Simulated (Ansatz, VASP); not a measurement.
RbPd in VASP and in Ansatz

```xyz
2
Lattice="0.0000 3.3440 3.3440 3.3440 0.0000 3.3440 3.3440 3.3440 0.0000" Properties=species:S:1:pos:R:3 pbc="T T T"
Rb    3.3440    3.3440    3.3440
Pd    0.0000    0.0000    0.0000
```

Alike in both runs: functional PBE; k mesh 14 × 14 × 14; occupations gaussian, width 0.1 eV; no spin polarisation.

Ansatz relaxed the structure, and its values are those at the end. VASP's run is a single point on that final structure, the one shown.

|  | VASP | Ansatz |
| --- | --- | --- |
| version | VASP 6.6.1 | Ansatz 0.2.0 |
| potentials or method | VASP PAW PBE potentials, release 64 (Rb_sv, Pd) | scalar-relativistic, plane waves, PAW |
| plane-wave cutoff (eV) | 520 | 420 |
| valence electrons in the cell | 19 | 27 |

```tsv
	VASP	Ansatz	Ansatz less VASP
gap on the k mesh at the Fermi level (eV)	none	none	-
pressure (GPa)	0.0	0.0	-0.04
```

A gap of «none» marks a metal or a gap that the smearing closes. The functional is the same, so the differences come from potentials, cutoffs and numerics. The two sets of potentials don't hold the same shells in valence.
